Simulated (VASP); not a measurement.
# AgRh (P-6m2) in VASP: further runs

The runs below take AgRh through single point, with PBE.

Everything below comes from runs of VASP 6.6.1. Logs are shortened: lines on timing, memory, paths and dates and some standing lists are left out, and cuts for length are marked.

### 1 The crystal as given

Symmetry: P-6m2, No. 187, hexagonal system. Conventional cell: a = 2.814 Å, b = 2.814 Å, c = 4.872 Å, α = 90.00°, β = 90.00°, γ = 120.00°. Ag (site symmetry -6m2) has 6 Ag at 2.81 Å and 6 Rh at 2.93 Å as nearest neighbours. Around Rh (site symmetry -6m2) lie 6 Rh at 2.81 Å and 6 Ag at 2.93 Å.

The cell comes from a database or a generator and needn't be the stable form of this composition.

### 2 Single point, PBE

File INCAR:

```
  PREC = Accurate
  ENCUT = 520
  EDIFF = 1E-6
  ISMEAR = -1
  SIGMA = 0.15
  LREAL = False
  LASPH = True
  NELM = 100
  ALGO = Normal
  ISIF = 2
  LWAVE = False
  LCHARG = False
  GGA = PE
  NBANDS = 20
```

File KPOINTS:

```
regular mesh
0
Gamma
  10 10 5
```

File POSCAR:

```
AgRh
1.0
    2.8141515601      0.0000000000      0.0000000000
   -1.4070757800      2.4371549459      0.0000000000
    0.0000000000      0.0000000000      4.8718783092
Ag Rh
1 1
Direct
    0.0000000000      0.0000000000      0.5000000000
    0.6666666667      0.3333333333      0.0000000000
```

Potentials or basis: VASP PAW PBE potentials, release 64 (Ag, Rh_pv).

On the command line:

```sh
cat potpaw_PBE.64/Ag/POTCAR potpaw_PBE.64/Rh_pv/POTCAR > POTCAR
mpirun -np 1 vasp_std > vasp.out
```

OUTCAR:

```text
PREC = Accurate
   ENCUT = 520
   EDIFF = 1E-6
   ISMEAR = -1
   LREAL = False
   LASPH = True
   NELM = 100
   ISIF = 2
   GGA = PE

 ion  position               nearest neighbor table
   1  0.000  0.000  0.500-   2 2.93   2 2.93   2 2.93   2 2.93   2 2.93   2 2.93
   2  0.667  0.333  0.000-   1 2.93   1 2.93   1 2.93   1 2.93   1 2.93   1 2.93

  LATTYP: Found a hexagonal cell.
 ALAT       =     2.8141515601
 C/A-ratio  =     1.7312067972

  Lattice vectors:

 A1 = (   2.8141515601,   0.0000000000,   0.0000000000)
 A2 = (  -1.4070757800,   2.4371549459,   0.0000000000)
 A3 = (   0.0000000000,   0.0000000000,   4.8718783092)

Analysis of symmetry for initial positions (statically):
=====================================================================
 Subroutine PRICEL returns:
 Original cell was already a primitive cell.

 Routine SETGRP: Setting up the symmetry group for a
 hexagonal supercell.

 Subroutine GETGRP returns: Found 12 space group operations
 (whereof 12 operations were pure point group operations)
 out of a pool of 24 trial point group operations.

The static configuration has the point symmetry D_3h.

Analysis of symmetry for dynamics (positions and initial velocities):
=====================================================================
 Subroutine PRICEL returns:
 Original cell was already a primitive cell.

 Routine SETGRP: Setting up the symmetry group for a
 hexagonal supercell.

 Subroutine GETGRP returns: Found 12 space group operations
 (whereof 12 operations were pure point group operations)
 out of a pool of 24 trial point group operations.

The dynamic configuration has the point symmetry D_3h.

 Subroutine INISYM returns: Found 12 space group operations
 (whereof 12 operations are pure point group operations),
 and found     1 'primitive' translations

----------------------------------------------------------------------------------------

                                     Primitive cell

  volume of cell :      33.4139

  direct lattice vectors                    reciprocal lattice vectors
[... 79 lines left out ...]
   ISTART =      0    job   : 0-new  1-cont  2-samecut
   ICHARG =      2    charge: 1-file 2-atom 10-const
   ISPIN  =      1    spin polarized calculation?
   LNONCOLLINEAR =      F non collinear calculations
   LSORBIT =      F    spin-orbit coupling
   LASPH  =      T    aspherical Exc in radial PAW
   ENCUT  =  520.0 eV  38.22 Ry    6.18 a.u.   5.23  5.23  9.06*2*pi/ulx,y,z
   NELM   =    100;   NELMIN=  2; NELMDL= -5     # of ELM steps
   EDIFF  = 0.1E-05   stopping-criterion for ELM
   LREAL  =      F    real-space projection
   EDIFFG = 0.1E-04   stopping-criterion for IOM
   NSW    =      0    number of steps for IOM
   IBRION =     -1    ionic relax: 0-MD 1-quasi-New 2-CG
   NFREE  =      0    steps in history (QN), initial steepest desc. (CG)
   ISIF   =      2    stress and relaxation
   ISYM   =      2    0-nonsym 1-usesym 2-fastsym
   POTIM  = 0.5000    time-step for ionic-motion
   TEBEG  =    0.0;   TEEND  =   0.0 temperature during run
   PSTRESS=    0.0 pullay stress
   NELECT =      26.0000    total number of electrons
   NUPDOWN=      -1.0000    fix difference up-down
   EMIN   =  10.00;   EMAX   =-10.00  energy-range for DOS
   EFERMI =   0.00;   METHOD = LEGACY
   ISMEAR =    -1;   SIGMA  =   0.15  broadening in eV -4-tet -1-fermi 0-gaus
   EFERMI_NEDOS =   21; number of points for ismear=-14 and -15
   IALGO  =     38    algorithm
   IMIX   =      4    mixing-type and parameters
     AMIX     =   0.40;   BMIX     =  1.00
     AMIX_MAG =   1.60;   BMIX_MAG =  1.00
  volume/ion in A,a.u.               =      16.71       112.74
  Fermi-wavevector in a.u.,A,eV,Ry     =   1.505764  2.845481 30.848835  2.267325
  Thomas-Fermi vector in A             =   2.616570
   LORBIT       =      0    0 simple, 1 ext, 2 COOP (PROOUT), +10 PAW based schemes
   GGA     = PE    functional components
   LHFCALC =     F    Hartree Fock is set to
   AEXX    =    0.0000 exact exchange contribution
   IVDW    =     0    specifies the selected vdW correction
   LEPSILON=     F    determine dielectric tensor
   LRPA    =     F    only Hartree local field effects (RPA)
 non-spin polarized calculation
  energy-cutoff  :      520.00
  volume of cell :       33.41
 maximum number of plane-waves:       910
 NGX is ok and might be reduce to    24
   NGX = 11   NGY = 11   NGZ = 19

 number of electron      26.0000004 magnetization

 Free energy of the ion-electron system (eV)
  ---------------------------------------------------
  ext. energy  EPLUGINS =         0.00000000
  ---------------------------------------------------
  free energy    TOTEN  =        -9.50487995 eV

  energy without entropy =       -9.30112477  energy(sigma->0) =       -9.40300236

 E-fermi :   8.3483     XC(G=0): -12.5500

 val. band max:        8.3251455288   @ k =   0.2000  -0.0000   0.0000
 cond. band min:       8.3617303984   @ k =   0.1000  -0.0000   0.2000
 fundamental gap:      0.0365848696
 Fermi energy:         8.3482743543

 k-point     1 :       0.0000    0.0000    0.0000
  band No.  band energies     occupation
      1     -37.3165      2.00000
      2     -37.3163      2.00000
      3     -37.2770      2.00000
      4       1.3762      2.00000
      5       2.7668      2.00000
      6       4.1189      2.00000
[... 541 lines left out ...]
     19      20.5343      0.00000
     20      22.2225      0.00000

 [... further k-points ...]

------------------------ aborting loop because EDIFF is reached ----------------------------------------

  FORCE on cell =-STRESS in cart. coord.  units (eV):
  Direction    XX          YY          ZZ          XY          YZ          ZX
  --------------------------------------------------------------------------------------
  -------------------------------------------------------------------------------------
  Total       -1.4167282     -1.4167609     -1.4768493     -0.0000000     -0.0000000      0.0000000
  in kB      -67.9313196    -67.9328919    -70.8140935     -0.0000000     -0.0000000      0.0000000
  external PRESSURE =     -68.8927683 kB  Pullay stress =       0.0000000 kB

 VOLUME and BASIS-vectors are now :
 -----------------------------------------------------------------------------
  energy-cutoff  :      520.00
  volume of cell :       33.41
      direct lattice vectors                 reciprocal lattice vectors
     2.814151560  0.000000000  0.000000000     0.355346888  0.205157247  0.000000000
    -1.407075780  2.437154946  0.000000000     0.000000000  0.410314495  0.000000000
     0.000000000  0.000000000  4.871878309     0.000000000  0.000000000  0.205259642

 POSITION                                       TOTAL-FORCE (eV/Angst)
 -----------------------------------------------------------------------------------
      0.00000      0.00000      2.43594         0.000000      0.000000      0.000000
      1.40708      0.81238      0.00000        -0.000000      0.000000      0.000000
 -----------------------------------------------------------------------------------
    total drift:                               -0.000000      0.000018      0.000000

  FREE ENERGIE OF THE ION-ELECTRON SYSTEM (eV)
  ---------------------------------------------------
  free  energy   TOTEN  =        -9.5048799545 eV

  energy  without entropy=       -9.3011247704  energy(sigma->0) =       -9.40300236
```

stdout:

```text
POSCAR found type information on POSCAR AgRh
 POSCAR found :  2 types and       2 ions
 scaLAPACK will be used
 LDA part: xc-table for (Slater+PW92), standard interpolation
 POSCAR, INCAR and KPOINTS ok, starting setup
 FFT: planning ... GRIDC
 FFT: planning ... GRID_SOFT
 FFT: planning ... GRID
 WAVECAR not read
 entering main loop
```

Run time: 8.4 s. Hardware: 1 thread of Intel Xeon 6975P-C (Granite Rapids), shared host; peak memory 0.17 GiB.

What came out:

| Item | Value |
| --- | --- |
| Free energy | -9.5049 eV |
| Pressure | -6.9 GPa |
| Band gap on the k mesh | none (metal or under the smearing width) |

Levels at points of the mesh, in eV from the Fermi level:
| k point | band 11 | band 12 | band 13 | band 14 | band 15 | band 16 |
| --- | --- | --- | --- | --- | --- | --- |
| (0.00, 0.00, 0.00) | -1.75 | -1.75 | 0.06 | 0.06 | 0.19 | 4.99 |
| (0.50, 0.00, 0.00) | -1.56 | -0.17 | 0.97 | 1.70 | 3.78 | 8.08 |

### 3 Single point, PBE

This run uses another cell than the first one, of 15.74 Å³/atom, 0.942 times its volume.

File INCAR:

```
ALGO = Fast
EDIFF = 1E-6
ENCUT = 520
GGA = PE
ISIF = 2
ISMEAR = -1
LASPH = T
LCHARG = F
LREAL = F
LWAVE = F
NBANDS = 20
NELM = 100
PREC = Accurate
SIGMA = 0.15
```

File KPOINTS:

```
k-points
0
Gamma
  10 10 5
```

File POSCAR:

```
AgRh
1.0
    2.7589578276      0.0000000000      0.0000000000
   -1.3794789138      2.3893552182      0.0000000000
    0.0000000000      0.0000000000      4.7763265444
Ag Rh
1 1
Direct
    0.0000000000      0.0000000000      0.5000000000
    0.6666666667      0.3333333333      0.0000000000
```

Potentials or basis: VASP PAW PBE potentials, release 64 (Ag, Rh_pv).

On the command line:

```sh
cat potpaw_PBE.64/Ag/POTCAR potpaw_PBE.64/Rh_pv/POTCAR > POTCAR
mpirun -np 1 vasp_std > vasp.out
```

OUTCAR:

```text
EDIFF = 1E-6
   ENCUT = 520
   GGA = PE
   ISIF = 2
   ISMEAR = -1
   LASPH = T
   LREAL = F
   NELM = 100
   PREC = Accurate

 ion  position               nearest neighbor table
   1  0.000  0.000  0.500-   2 2.87   2 2.87   2 2.87   2 2.87   2 2.87   2 2.87
   2  0.667  0.333  0.000-   1 2.87   1 2.87   1 2.87   1 2.87   1 2.87   1 2.87

  LATTYP: Found a hexagonal cell.
 ALAT       =     2.7589578276
 C/A-ratio  =     1.7312067972

  Lattice vectors:

 A1 = (   2.7589578276,   0.0000000000,   0.0000000000)
 A2 = (  -1.3794789138,   2.3893552182,   0.0000000000)
 A3 = (   0.0000000000,   0.0000000000,   4.7763265444)

Analysis of symmetry for initial positions (statically):
=====================================================================
 Subroutine PRICEL returns:
 Original cell was already a primitive cell.

 Routine SETGRP: Setting up the symmetry group for a
 hexagonal supercell.

 Subroutine GETGRP returns: Found 12 space group operations
 (whereof 12 operations were pure point group operations)
 out of a pool of 24 trial point group operations.
[... 160 lines left out ...]
  ---------------------------------------------------
  free energy    TOTEN  =        -9.54052353 eV

  energy without entropy =       -9.34604900  energy(sigma->0) =       -9.44328627

 E-fermi :   9.2283     XC(G=0): -12.9133

 val. band max:        9.2153226489   @ k =   0.2000   0.0000   0.0000
 cond. band min:       9.2493146861   @ k =   0.1000   0.0000   0.2000
 fundamental gap:      0.0339920373
 Fermi energy:         9.2282633112

 k-point     1 :       0.0000    0.0000    0.0000
  band No.  band energies     occupation
      1     -36.5041      2.00000
      2     -36.5003      2.00000
      3     -36.5001      2.00000
      4       1.8324      2.00000
      5       3.2774      2.00000
      6       4.7761      2.00000
[... 541 lines left out ...]
     19      21.9086      0.00000
     20      23.5765      0.00000

 [... further k-points ...]

------------------------ aborting loop because EDIFF is reached ----------------------------------------

  FORCE on cell =-STRESS in cart. coord.  units (eV):
  Direction    XX          YY          ZZ          XY          YZ          ZX
  --------------------------------------------------------------------------------------
  -------------------------------------------------------------------------------------
  Total        0.3698221      0.3698307      0.0165779     -0.0000000      0.0000000     -0.0000000
  in kB       18.8184415     18.8188770      0.8435676     -0.0000000      0.0000000     -0.0000000
  external PRESSURE =      12.8269620 kB  Pullay stress =       0.0000000 kB

 VOLUME and BASIS-vectors are now :
 -----------------------------------------------------------------------------
  energy-cutoff  :      520.00
  volume of cell :       31.49
      direct lattice vectors                 reciprocal lattice vectors
     2.758957828  0.000000000  0.000000000     0.362455703  0.209261476  0.000000000
    -1.379478914  2.389355218  0.000000000     0.000000000  0.418522952  0.000000000
     0.000000000  0.000000000  4.776326544     0.000000000  0.000000000  0.209365920

 POSITION                                       TOTAL-FORCE (eV/Angst)
 -----------------------------------------------------------------------------------
      0.00000      0.00000      2.38816        -0.000000     -0.000000      0.000000
      1.37948      0.79645      0.00000         0.000000      0.000000      0.000000
 -----------------------------------------------------------------------------------
    total drift:                               -0.000000      0.000020      0.000000

  FREE ENERGIE OF THE ION-ELECTRON SYSTEM (eV)
  ---------------------------------------------------
  free  energy   TOTEN  =        -9.5405235346 eV

  energy  without entropy=       -9.3460489995  energy(sigma->0) =       -9.44328627
```

OSZICAR:

```text
N       E                     dE             d eps       ncg     rms          rms(c)
DAV:   1     0.217959654887E+03    0.21796E+03   -0.15702E+04  1680   0.139E+03
DAV:   2    -0.597379756297E+01   -0.22393E+03   -0.21726E+03  1736   0.377E+02
DAV:   3    -0.102857522529E+02   -0.43120E+01   -0.42928E+01  1888   0.593E+01
DAV:   4    -0.103097224914E+02   -0.23970E-01   -0.23968E-01  1844   0.436E+00
DAV:   5    -0.103100643581E+02   -0.34187E-03   -0.34187E-03  1896   0.549E-01    0.973E+00
RMM:   6    -0.963554038193E+01    0.67452E+00   -0.16861E+00  1709   0.990E+00    0.660E+00
RMM:   7    -0.957945474517E+01    0.56086E-01   -0.22300E-01  1712   0.387E+00    0.307E+00
RMM:   8    -0.954580744602E+01    0.33647E-01   -0.40308E-02  1809   0.152E+00    0.191E+00
RMM:   9    -0.954056532973E+01    0.52421E-02   -0.68692E-03  1906   0.714E-01    0.102E-01
RMM:  10    -0.954051607400E+01    0.49256E-04   -0.43254E-04  2052   0.182E-01    0.290E-02
RMM:  11    -0.954052221635E+01   -0.61424E-05   -0.90470E-05  2156   0.775E-02    0.153E-02
RMM:  12    -0.954052327490E+01   -0.10585E-05   -0.14439E-05  2076   0.266E-02    0.751E-03
RMM:  13    -0.954052353457E+01   -0.25968E-06   -0.26130E-06  1480   0.137E-02
   1 F= -.95405235E+01 E0= -.94432863E+01  d E =-.194475E+00
```

It took 9.5 s on 1 thread of Intel Xeon 6975P-C (Granite Rapids), shared host; peak memory 0.16 GiB.

Results:

| Property | Result |
| --- | --- |
| Free energy | -9.5405 eV |
| Pressure | 1.3 GPa |
| Band gap on the k mesh | none (metal or under the smearing width) |

### 4 Single point, PBE

This run uses another cell than the first one, of 16.23 Å³/atom, 0.971 times its volume.

File INCAR:

```
SYSTEM = AgRh
PREC     = Accurate       ! precision mode
ENCUT    = 520            ! plane-wave cutoff, eV
EDIFF    = 1E-7           ! SCF threshold, eV
ISMEAR   = -1             ! smearing method
SIGMA    = 0.15           ! smearing width, eV
LREAL    = .False.        ! projectors in reciprocal space
LASPH    = .True.         ! aspherical terms in the spheres
NELM     = 100            ! most SCF steps
ALGO     = Normal         ! electronic algorithm
ISIF     = 2              ! what is computed and relaxed
LWAVE    = .False.        ! write WAVECAR
LCHARG   = .False.        ! write CHGCAR
GGA      = PE             ! functional
NBANDS   = 20             ! bands
```

File KPOINTS:

```
Automatic mesh
0
Gamma
  10 10 5
  0 0 0
```

File POSCAR:

```
AgRh
1.0
    2.7868279748      0.0000000000      0.0000000000
   -1.3934139874      2.4134917531      0.0000000000
    0.0000000000      0.0000000000      4.8245755326
Ag Rh
1 1
Direct
    0.0000000000      0.0000000000      0.5000000000
    0.6666666667      0.3333333333      0.0000000000
```

On the command line:

```sh
cat potpaw_PBE.64/Ag/POTCAR potpaw_PBE.64/Rh_pv/POTCAR > POTCAR
mpirun -np 1 vasp_std > vasp.out
```

Run time: 9.5 s. Hardware: 1 thread of Intel Xeon 6975P-C (Granite Rapids), shared host; peak memory 0.17 GiB.

The run converged. Its results:

* Free energy: -9.5350 eV
* Pressure: -3.2 GPa
* Band gap on the k mesh: none (metal or under the smearing width)

Stress tensor (GPa, compression positive):
```
-2.87  0.00  0.00
 0.00 -2.87  0.00
 0.00  0.00 -3.85
```

Levels at points of the mesh, in eV from the Fermi level:
```tsv
k point	band 11	band 12	band 13	band 14	band 15	band 16
(0.00, 0.00, 0.00)	-1.83	-1.83	0.06	0.06	0.12	5.18
(0.50, 0.00, 0.00)	-1.64	-0.17	1.03	1.75	3.88	8.27
```

### 5 The runs side by side

```tsv
cell	gap on the mesh (eV)	pressure (GPa)
P-6m2, 16.71 Å³/atom	none	-6.9
P-6m2, 15.74 Å³/atom	none	1.3
P-6m2, 16.23 Å³/atom	none	-3.2
```

Alike in all rows: task single point; level PBE; potentials or basis VASP PAW PBE potentials, release 64 (Ag, Rh_pv); no spin polarisation; k mesh 10 × 10 × 5; cutoff (eV) 520; smearing fermi-dirac 0.15 eV.

Every run on the cell as given and a fine mesh finds a metal.

Total energies depend on the potentials used, so only differences within one code and one set of settings carry meaning.
